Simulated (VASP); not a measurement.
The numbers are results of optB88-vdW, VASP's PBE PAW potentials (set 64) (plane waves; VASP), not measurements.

VASP input:

File POSCAR:
```
RuAl
1.0
  3.0020087574   0.0000000000   0.0000000000
  0.0000000000   3.0020087574   0.0000000000
  0.0000000000   0.0000000000   3.0020087574
Al Ru
1 1
Direct
  0.5000000000   0.5000000000   0.5000000000
  0.0000000000   0.0000000000   0.0000000000
```

KPOINTS:
```
Automatic mesh
0
Gamma
12 12 12
0 0 0
```

**INCAR**
```
AGGAC = 0.0
ALGO = Normal
EDIFF = 1E-7
ENCUT = 520
GGA = BO
ISIF = 2
ISMEAR = 1
LASPH = .True.
LCHARG = .False.
LMAXMIX = 4
LREAL = .False.
LUSE_VDW = .True.
LWAVE = .False.
NELM = 100
PARAM1 = 0.1833333333
PARAM2 = 0.22
PREC = Accurate
SIGMA = 0.1
SYSTEM = RuAl
```

POTCAR, in this order: Al Ru_pv (PBE.64 set). Program: vasp_std.

The resulting files:

### OUTCAR
```
 ion  position               nearest neighbor table
   1  0.500  0.500  0.500-   2 2.60   2 2.60   2 2.60   2 2.60   2 2.60   2 2.60   2 2.60   2 2.60
  LATTYP: Found a simple cubic cell.
 ALAT       =     3.0020087574
 Subroutine PRICEL returns:
 Original cell was already a primitive cell.
 Subroutine GETGRP returns: Found 48 space group operations
The static configuration has the point symmetry O_h .
The dynamic configuration has the point symmetry O_h .
 Subroutine INISYM returns: Found 48 space group operations
 Subroutine IBZKPT returns following result:
 Found     84 irreducible k-points:

 Following reciprocal coordinates:
            Coordinates               Weight
  0.000000  0.000000  0.000000      1.000000
  0.083333  0.000000  0.000000      6.000000
  0.166667  0.000000  0.000000      6.000000
  0.250000  0.000000  0.000000      6.000000
  0.333333  0.000000  0.000000      6.000000
  0.416667  0.000000  0.000000      6.000000
  0.500000  0.000000  0.000000      3.000000
  0.083333  0.083333  0.000000     12.000000
  0.166667  0.083333  0.000000     24.000000
  0.250000  0.083333  0.000000     24.000000
  0.333333  0.083333  0.000000     24.000000
  0.416667  0.083333  0.000000     24.000000
  0.500000  0.083333  0.000000     12.000000
  0.166667  0.166667  0.000000     12.000000
  0.250000  0.166667  0.000000     24.000000
  0.333333  0.166667  0.000000     24.000000
  0.416667  0.166667  0.000000     24.000000
  0.500000  0.166667  0.000000     12.000000
  0.250000  0.250000  0.000000     12.000000
  0.333333  0.250000  0.000000     24.000000
  0.416667  0.250000  0.000000     24.000000
  0.500000  0.250000  0.000000     12.000000
  0.333333  0.333333  0.000000     12.000000
  0.416667  0.333333  0.000000     24.000000
  0.500000  0.333333  0.000000     12.000000
...
```

**OSZICAR**
```
       N       E                     dE             d eps       ncg     rms          rms(c)
DAV:   1     0.119896683846E+03    0.11990E+03   -0.94146E+03  2032   0.133E+03
DAV:   2    -0.765371258705E+01   -0.12755E+03   -0.12275E+03  2212   0.348E+02
DAV:   3    -0.100563075748E+02   -0.24026E+01   -0.23294E+01  2424   0.488E+01
DAV:   4    -0.100809509055E+02   -0.24643E-01   -0.24618E-01  2360   0.498E+00
DAV:   5    -0.100816160528E+02   -0.66515E-03   -0.66513E-03  2496   0.717E-01    0.114E+01
DAV:   6    -0.962466698225E+01    0.45695E+00   -0.29654E+00  2140   0.197E+01    0.224E+00
DAV:   7    -0.956329124815E+01    0.61376E-01   -0.24912E-01  2136   0.594E+00    0.211E+00
DAV:   8    -0.955215289402E+01    0.11138E-01   -0.16298E-02  2192   0.140E+00    0.164E-01
DAV:   9    -0.955217669709E+01   -0.23803E-04   -0.23576E-04  2624   0.148E-01    0.114E-01
DAV:  10    -0.955219326897E+01   -0.16572E-04   -0.48725E-05  2208   0.856E-02    0.875E-03
DAV:  11    -0.955219264715E+01    0.62183E-06   -0.15144E-06  2528   0.156E-02    0.544E-03
DAV:  12    -0.955219234021E+01    0.30693E-06   -0.16113E-07  1612   0.437E-03    0.463E-04
DAV:  13    -0.955219237156E+01   -0.31346E-07   -0.10692E-08  1088   0.117E-03
   1 F= -.95521924E+01 E0= -.95522071E+01  d E =0.440412E-04
```

**OUTCAR**
```
------------------------ aborting loop because EDIFF is reached ----------------------------------------
  FORCE on cell =-STRESS in cart. coord.  units (eV):
  Direction    XX          YY          ZZ          XY          YZ          ZX
  --------------------------------------------------------------------------------------
  Total       -0.0328602     -0.0328602     -0.0328602     -0.0000000      0.0000000     -0.0000000
  in kB       -1.9460071     -1.9460071     -1.9460071     -0.0000000      0.0000000     -0.0000000
  external PRESSURE =      -1.9460071 kB  Pullay stress =       0.0000000 kB
  volume of cell :       27.05
      direct lattice vectors                 reciprocal lattice vectors
     3.002008757  0.000000000  0.000000000     0.333110287  0.000000000  0.000000000
     0.000000000  3.002008757  0.000000000     0.000000000  0.333110287  0.000000000
     0.000000000  0.000000000  3.002008757     0.000000000  0.000000000  0.333110287
 POSITION                                       TOTAL-FORCE (eV/Angst)
 -----------------------------------------------------------------------------------
      1.50100      1.50100      1.50100         0.000000      0.000000      0.000000
      0.00000      0.00000      0.00000         0.000000      0.000000      0.000000
 -----------------------------------------------------------------------------------
    total drift:                                0.000000      0.000000      0.000000
  FREE ENERGIE OF THE ION-ELECTRON SYSTEM (eV)
  ---------------------------------------------------
  free  energy   TOTEN  =        -9.5521923716 eV

  energy  without entropy=       -9.5522364127  energy(sigma->0) =       -9.55220705
```
(Selected blocks of OUTCAR.)

OUTCAR:
```
 val. band max:       10.4812239310   @ k =   0.2500   0.0833   0.0833

 cond. band min:      10.4878811968   @ k =   0.0833   0.0000   0.0000


 Fermi energy:        10.4859066693

 k-point     1 :       0.0000    0.0000    0.0000
  band No.  band energies     occupation
      1     -31.2517      2.00000
      2     -31.2517      2.00000
      3     -31.2517      2.00000
      4       0.9384      2.00000
      5       7.0351      2.00000
      6       7.0351      2.00000
      7      10.6497     -0.04264
      8      10.6497     -0.04264
      9      10.6497     -0.04264
     10      16.5242      0.00000
     11      16.5242      0.00000
     12      16.5242      0.00000

 k-point     2 :       0.0833    0.0000    0.0000
  band No.  band energies     occupation
      1     -31.2653      2.00000
      2     -31.2506      2.00000
      3     -31.2506      2.00000
      4       1.0707      2.00000
      5       7.0799      2.00000
      6       7.0805      2.00000
      7      10.4879      0.96659
      8      10.4879      0.96653
      9      10.6657     -0.02900
     10      15.8959      0.00000
     11      16.7879      0.00000
     12      16.7879      0.00000

 k-point     3 :       0.1667    0.0000    0.0000
  band No.  band energies     occupation
      1     -31.3023      2.00000
      2     -31.2474      2.00000
      3     -31.2474      2.00000
      4       1.4593      2.00000
      5       7.1624      2.00000
      6       7.2086      2.00000
      7      10.0955      2.00000
      8      10.0955      2.00000
      9      10.7099     -0.00684
     10      14.6662      0.00000
     11      17.4870      0.00000
     12      17.4870      0.00000

 k-point     4 :       0.2500    0.0000    0.0000
  band No.  band energies     occupation
      1     -31.3525      2.00000
      2     -31.2431      2.00000
      3     -31.2431      2.00000
      4       2.0813      2.00000
      5       7.1194      2.00000
      6       7.3939      2.00000
...
```

The compound is RuAl in the CsCl type structure. It was relaxed first. The electron count is odd and the run is not spin-polarised, which forces a metal.
